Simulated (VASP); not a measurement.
```
KI
1.0
    0.00000     3.54243     3.54243
    3.54243     0.00000     3.54243
    3.54243     3.54243     0.00000
K I
1 1
Direct
  0.99965   0.99828   0.00011
  0.50035   0.50172   0.49989
```

Level of theory: PBEsol GGA, VASP's PBE PAW potentials (set 64) (plane waves; VASP 6.6.1). Settings: 300 eV cut-off, 7×7×7 Γ-centred mesh, Gaussian smearing of 0.010 eV, potentials K_sv I.

Unless said otherwise, spin-orbit coupling is left out, though it shifts the bands of the heavy elements here.

Estimate the energy per atom (σ→0), band gap (on the k-mesh) with the smallest direct gap where there is one.

The band gap (on the k-mesh) is 3.80 eV and the smallest direct gap (on the k-mesh) comes out as 3.80 eV. The energy per atom (σ→0) comes out as -2.908 eV/atom.

Total energies compare only between runs with the same potentials, cut-off and functional.

The structure comes from a computed database's KI entry; how it stands against other phases isn't given here. The cell was not relaxed at this level, atoms are displaced from their ideal sites.
